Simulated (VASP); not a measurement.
Output of a VASP run:

### OSZICAR
```
       N       E                     dE             d eps       ncg     rms          rms(c)
DAV:   1    -0.150949684585E+02   -0.15095E+02   -0.38635E+03   768   0.821E+02
DAV:   2    -0.273657496903E+02   -0.12271E+02   -0.12154E+02  1016   0.117E+02
DAV:   3    -0.276062992269E+02   -0.24055E+00   -0.23356E+00  1072   0.121E+01
DAV:   4    -0.276106031335E+02   -0.43039E-02   -0.43043E-02  1168   0.169E+00
DAV:   5    -0.276106089560E+02   -0.58226E-05   -0.58225E-05  1088   0.733E-02    0.820E+00
DAV:   6    -0.270204164078E+02    0.59019E+00   -0.37880E-01  1024   0.694E+00    0.440E+00
DAV:   7    -0.271990070196E+02   -0.17859E+00   -0.11342E-01  1112   0.406E+00    0.678E-01
DAV:   8    -0.270657115295E+02    0.13330E+00   -0.65396E-02  1128   0.312E+00    0.786E-02
DAV:   9    -0.271758767015E+02   -0.11017E+00   -0.26580E-02   752   0.175E+00    0.991E-02
DAV:  10    -0.271757366062E+02    0.14010E-03   -0.40542E-04  1368   0.216E-01    0.978E-02
DAV:  11    -0.271754899400E+02    0.24667E-03   -0.95037E-07   832   0.769E-03    0.977E-02
DAV:  12    -0.271828897335E+02   -0.73998E-02   -0.40766E-04  1040   0.200E-01    0.946E-02
DAV:  13    -0.271496246999E+02    0.33265E-01   -0.66641E-03   760   0.832E-01    0.168E-01
DAV:  14    -0.271496461233E+02   -0.21423E-04   -0.49783E-04  1240   0.247E-01    0.213E-01
DAV:  15    -0.271483468493E+02    0.12993E-02   -0.19949E-04   760   0.129E-01    0.234E-01
DAV:  16    -0.271480118284E+02    0.33502E-03   -0.11656E-04  1128   0.109E-01    0.263E-01
DAV:  17    -0.271479906722E+02    0.21156E-04   -0.11434E-06  1000   0.998E-03    0.262E-01
DAV:  18    -0.271479706297E+02    0.20043E-04   -0.37280E-07  1000   0.944E-03    0.261E-01
DAV:  19    -0.271466289032E+02    0.13417E-02   -0.20758E-03  1176   0.386E-01    0.718E-02
DAV:  20    -0.271466353345E+02   -0.64313E-05   -0.12943E-04  1200   0.113E-01    0.407E-02
DAV:  21    -0.271466091635E+02    0.26171E-04   -0.35283E-05   808   0.550E-02    0.142E-02
DAV:  22    -0.271466537191E+02   -0.44556E-04   -0.38638E-05  1016   0.692E-02    0.234E-02
DAV:  23    -0.271466349917E+02    0.18727E-04   -0.40621E-05   752   0.572E-02    0.680E-03
DAV:  24    -0.271466220085E+02    0.12983E-04   -0.75069E-06   792   0.262E-02    0.259E-03
DAV:  25    -0.271466225094E+02   -0.50089E-06   -0.74476E-07  1024   0.901E-03    0.320E-03
DAV:  26    -0.271466218060E+02    0.70339E-06   -0.41249E-07   800   0.703E-03    0.158E-03
DAV:  27    -0.271466216815E+02    0.12454E-06   -0.52349E-08   568   0.251E-03    0.394E-04
DAV:  28    -0.271466217142E+02   -0.32786E-07   -0.10154E-08   424   0.144E-03
   1 F= -.27146622E+02 E0= -.27146479E+02  d E =-.429381E-03
```

OUTCAR:
```
------------------------ aborting loop because EDIFF is reached ----------------------------------------
  FORCE on cell =-STRESS in cart. coord.  units (eV):
  Direction    XX          YY          ZZ          XY          YZ          ZX
  --------------------------------------------------------------------------------------
  Total        0.0054588      0.0054588      0.0054588      0.0000000      0.0000000      0.0000000
  in kB        0.1981966      0.1981966      0.1981966      0.0000000      0.0000000      0.0000000
  external PRESSURE =       0.1981966 kB  Pullay stress =       0.0000000 kB
  volume of cell :       44.13
      direct lattice vectors                 reciprocal lattice vectors
    -2.226123663  2.226123663  2.226123663     0.000000000  0.224605671  0.224605671
     2.226123663 -2.226123663  2.226123663     0.224605671  0.000000000  0.224605671
     2.226123663  2.226123663 -2.226123663     0.224605671  0.224605671  0.000000000
 POSITION                                       TOTAL-FORCE (eV/Angst)
 -----------------------------------------------------------------------------------
      0.00000      0.00000      0.00000        -0.000000      0.000000     -0.000000
 -----------------------------------------------------------------------------------
    total drift:                                0.000000      0.000000      0.000000
  FREE ENERGIE OF THE ION-ELECTRON SYSTEM (eV)
  ---------------------------------------------------
  free  energy   TOTEN  =       -27.1466217142 eV

  energy  without entropy=      -27.1461923329  energy(sigma->0) =      -27.14647859
```
(Selected blocks of OUTCAR.)

File POSCAR:
```
Eu
1
   -2.2261236628     2.2261236628     2.2261236628
    2.2261236628    -2.2261236628     2.2261236628
    2.2261236628     2.2261236628    -2.2261236628
Eu
1
Direct
  0.0000000000   0.0000000000   0.0000000000
```

**Question.** Reconstruct the remaining input files.

**Answer.** One answer among several that fit: the input of the run itself, r2SCAN meta-GGA, plane waves, VASP's PBE PAW potentials (set 64).

**INCAR**
```
LMIXTAU=.TRUE.
SIGMA=0.1
LCHARG=.FALSE.
LWAVE=.FALSE.
ENCUT=480   ! plane-wave cut-off (eV)
SYSTEM=Eu
METAGGA=R2SCAN
LMAXMIX=6
ISIF=2   ! forces and stress, cell fixed
LASPH=.TRUE.   ! aspherical one-centre terms
ISMEAR=1   ! Methfessel-Paxton
ALGO=Normal   ! blocked Davidson
PREC=Accurate
LREAL=.FALSE.
EDIFF=1E-7   ! SCF stop (eV)
NELM=100   ! most electronic steps
```

File KPOINTS:
```
Automatic
0
gamma
  10 10 10
0 0 0
```

POTCAR, in this order: Eu_2 (PBE.64 set). Program: vasp_std.

The 4f electrons are frozen in the core of the lanthanide potential, so 4f levels, which can set the real gap, and their magnetism are missing.

The compound is Eu in the bcc structure. It was relaxed first, which changed the volume by -8 %.
